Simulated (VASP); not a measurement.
All values below come from PBE GGA, VASP's PBE PAW potentials (set 64) (plane waves; VASP).

VASP ran on this input.

**INCAR**
```
SYSTEM = NaCl
PREC = Accurate
ENCUT = 400
EDIFF = 1E-6
NELM = 100
ALGO = Normal
LREAL = .FALSE.
LASPH = .TRUE.
ISMEAR = 0
SIGMA = 0.05
GGA = PE
LWAVE = .FALSE.
LCHARG = .FALSE.
ISIF = 2
AMIX = 0.6
BMIX = 3.0
IMIX = 1
```

File KPOINTS:
```
Automatic mesh
0
Gamma
7 7 7
0 0 0
```

### POSCAR
```
NaCl
1
    0.0000000000     2.8200000000     2.8200000000
    2.8200000000     0.0000000000     2.8200000000
    2.8200000000     2.8200000000     0.0000000000
Na Cl
1 1
Direct
  0.0000000000   0.0000000000   0.0000000000
  0.5000000000   0.5000000000   0.5000000000
```

POTCAR, in this order: Na_pv Cl (PBE.64 set). Program: vasp_std.

What VASP printed:

File OSZICAR:
```
       N       E                     dE             d eps       ncg     rms          rms(c)
DAV:   1     0.908456835517E+02    0.90846E+02   -0.65953E+03   440   0.108E+03
DAV:   2     0.123169577004E+01   -0.89614E+02   -0.83327E+02   478   0.262E+02
DAV:   3    -0.680020757062E+01   -0.80319E+01   -0.79840E+01   530   0.813E+01
DAV:   4    -0.696892699209E+01   -0.16872E+00   -0.16859E+00   491   0.130E+01
DAV:   5    -0.697293487704E+01   -0.40079E-02   -0.40075E-02   595   0.195E+00    0.212E+00
DAV:   6    -0.682562891108E+01    0.14731E+00   -0.15112E-01   506   0.255E+00    0.144E+00
DAV:   7    -0.678658864715E+01    0.39040E-01   -0.42885E-02   527   0.129E+00    0.103E+00
DAV:   8    -0.677553303481E+01    0.11056E-01   -0.12444E-02   506   0.761E-01    0.687E-01
DAV:   9    -0.677281563236E+01    0.27174E-02   -0.53299E-03   503   0.542E-01    0.478E-01
DAV:  10    -0.677267050960E+01    0.14512E-03   -0.25668E-03   482   0.405E-01    0.340E-01
DAV:  11    -0.677316099655E+01   -0.49049E-03   -0.14067E-03   476   0.315E-01    0.248E-01
DAV:  12    -0.677367846109E+01   -0.51746E-03   -0.80421E-04   464   0.245E-01    0.184E-01
DAV:  13    -0.677406754921E+01   -0.38909E-03   -0.47052E-04   464   0.191E-01    0.138E-01
DAV:  14    -0.677432310789E+01   -0.25556E-03   -0.27682E-04   458   0.149E-01    0.104E-01
DAV:  15    -0.677447814060E+01   -0.15503E-03   -0.16272E-04   461   0.116E-01    0.788E-02
DAV:  16    -0.677456687047E+01   -0.88730E-04   -0.95263E-05   458   0.897E-02    0.598E-02
DAV:  17    -0.677461512110E+01   -0.48251E-04   -0.55480E-05   464   0.693E-02    0.454E-02
DAV:  18    -0.677463999850E+01   -0.24877E-04   -0.32128E-05   449   0.534E-02    0.346E-02
DAV:  19    -0.677465200721E+01   -0.12009E-04   -0.18498E-05   452   0.411E-02    0.264E-02
DAV:  20    -0.677465725969E+01   -0.52525E-05   -0.10593E-05   461   0.315E-02    0.201E-02
DAV:  21    -0.677465915708E+01   -0.18974E-05   -0.60360E-06   458   0.242E-02    0.154E-02
DAV:  22    -0.677465951167E+01   -0.35459E-06   -0.34238E-06   455   0.185E-02
   1 F= -.67746595E+01 E0= -.67746595E+01  d E =-.140117E-15
```

**OUTCAR**
```
------------------------ aborting loop because EDIFF is reached ----------------------------------------
  FORCE on cell =-STRESS in cart. coord.  units (eV):
  Direction    XX          YY          ZZ          XY          YZ          ZX
  --------------------------------------------------------------------------------------
  Total        0.1688958      0.1688958      0.1688958     -0.0000000     -0.0000000      0.0000000
  in kB        6.0332624      6.0332624      6.0332624     -0.0000000     -0.0000000      0.0000000
  external PRESSURE =       6.0332624 kB  Pullay stress =       0.0000000 kB
  volume of cell :       44.85
      direct lattice vectors                 reciprocal lattice vectors
     0.000000000  2.820000000  2.820000000    -0.177304965  0.177304965  0.177304965
     2.820000000  0.000000000  2.820000000     0.177304965 -0.177304965  0.177304965
     2.820000000  2.820000000  0.000000000     0.177304965  0.177304965 -0.177304965
  FREE ENERGIE OF THE ION-ELECTRON SYSTEM (eV)
  ---------------------------------------------------
  free  energy   TOTEN  =        -6.7746595117 eV

  energy  without entropy=       -6.7746595117  energy(sigma->0) =       -6.77465951
```
(Selected blocks of OUTCAR.)

The compound is NaCl in the rock salt structure. The cell was not relaxed at this level. The run is one of a series of settings (AMIX = 0.6, BMIX = 3.0, IMIX = 1 against the base run), some of them coarse on purpose.
